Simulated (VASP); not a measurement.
VASP ran on this input.

### KPOINTS
```
Automatic mesh
0
Gamma
6 6 6
0 0 0
```

**POSCAR**
```
PbO
1
    3.8193415932     0.0000000000     0.0000000000
    0.0000000000     3.8193415932     0.0000000000
    0.0000000000    -0.0000000000     3.9747787741
Pb O
2 2
Direct
  0.5000000000   1.0000000000   0.7056841577
  1.0000000000   0.5000000000   0.2943158423
  0.5000000000   0.5000000000   0.0000000000
  1.0000000000   0.0000000000   0.0000000000
```

### INCAR
```
# general
SYSTEM =PbO
PREC   =Accurate
ENCUT  =620
LREAL  =F
LASPH  =T

# electronic loop
EDIFF  =1E-6
NELM   =100
ALGO   =Normal
LMAXMIX=4

# smearing
ISMEAR =0
SIGMA  =0.05

# ions
IBRION =2
NSW    =40
ISIF   =3
EDIFFG =-0.02
PSTRESS=200

# output
LWAVE  =F
LCHARG =F
```

POTCAR, in this order: Pb_d O (LDA.64 set). Program: vasp_std.

Problem. Write an equivalent input for Quantum ESPRESSO's pw.x.

Solution. One equivalent input (not run):
```
&CONTROL
  calculation = 'vc-relax'
  pseudo_dir = './pseudo'
  outdir = './out'
  tprnfor = .true.
  tstress = .true.
  nstep = 40
  forc_conv_thr = 0.00078
/
&SYSTEM
  ibrav = 0
  nat = 4
  ntyp = 2
  ecutwfc = 84
  occupations = 'smearing'
  smearing = 'gaussian'
  degauss = 0.003675
  input_dft = 'pz'
/
&ELECTRONS
  conv_thr = 7.3e-08
  electron_maxstep = 100
/
&IONS
/
&CELL
  press = 200
/
ATOMIC_SPECIES
  Pb 207.200 Pb.upf
  O 15.999 O.upf
CELL_PARAMETERS angstrom
     3.8193416    0.0000000    0.0000000
     0.0000000    3.8193416    0.0000000
     0.0000000   -0.0000000    3.9747788
ATOMIC_POSITIONS crystal
  Pb   0.5000000  1.0000000  0.7056842
  Pb   1.0000000  0.5000000  0.2943158
  O    0.5000000  0.5000000  0.0000000
  O    1.0000000  0.0000000  0.0000000
K_POINTS automatic
  6 6 6 0 0 0
```
The two are equivalent in intent, not identical: the potentials are each code's own (VASP's PAW set, PseudoDojo norm-conserving files in pw.x), so ENCUT and ecutwfc are chosen apart and not converted; conv_thr bounds pw.x's estimated SCF error, while EDIFF bounds the energy change between steps; forc_conv_thr acts on force components and is met together with etot_conv_thr.

The compound is PbO in the litharge structure. This run relaxes it under an external pressure of 20 GPa. Symmetry was kept, so distortions that lower it aren't found.
